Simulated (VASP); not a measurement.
An input for Quantum ESPRESSO's pw.x (written as the equivalent of a VASP run, and not itself run):

```
&CONTROL
  calculation = 'vc-relax'
  pseudo_dir = './pseudo'
  outdir = './out'
  tprnfor = .true.
  tstress = .true.
  nstep = 60
  forc_conv_thr = 0.00039
/
&SYSTEM
  ibrav = 0
  nat = 2
  ntyp = 2
  ecutwfc = 74
  occupations = 'smearing'
  smearing = 'gaussian'
  degauss = 0.003675
  input_dft = 'pbe'
  vdw_corr = 'grimme-d3'
  dftd3_version = 4
  dftd3_threebody = .false.
/
&ELECTRONS
  conv_thr = 7.3e-08
  electron_maxstep = 100
/
&IONS
/
&CELL
/
ATOMIC_SPECIES
  K 39.098 K.upf
  Br 79.904 Br.upf
CELL_PARAMETERS angstrom
     0.0000000    3.3000000    3.3000000
     3.3000000    0.0000000    3.3000000
     3.3000000    3.3000000    0.0000000
ATOMIC_POSITIONS crystal
  K    0.0000000  0.0000000  0.0000000
  Br   0.5000000  0.5000000  0.5000000
K_POINTS automatic
  6 6 6 0 0 0
```

Task: Write the VASP files for the same calculation (PBE-D3(BJ)).

Result: One answer among several that fit: 
INCAR:
```
ALGO=Normal
EDIFF=1E-6
EDIFFG=-0.01
ENCUT=520
GGA=PE
IBRION=2
ISIF=3
ISMEAR=0
IVDW=12
LASPH=T
LCHARG=F
LMAXMIX=4
LREAL=F
LWAVE=F
NELM=100
NSW=60
PREC=Accurate
SIGMA=0.05
SYSTEM=KBr
```

File KPOINTS:
```
Automatic mesh
0
G
  6 6 6
```

File POSCAR:
```
KBr
1
    0.0000000000     3.3000000000     3.3000000000
    3.3000000000     0.0000000000     3.3000000000
    3.3000000000     3.3000000000     0.0000000000
K Br
1 1
Direct
  0.0000000000   0.0000000000   0.0000000000
  0.5000000000   0.5000000000   0.5000000000
```

POTCAR, in this order: K_sv Br (PBE.64 set). Program: vasp_std.

What does not carry over: the potentials are each code's own (VASP's PAW set, PseudoDojo norm-conserving files in pw.x), so ENCUT and ecutwfc are chosen apart and not converted; conv_thr bounds pw.x's estimated SCF error, while EDIFF bounds the energy change between steps; forc_conv_thr acts on force components and is met together with etot_conv_thr.

The compound is KBr in the rock salt structure. This run relaxes it. Symmetry was kept, so distortions that lower it aren't found.
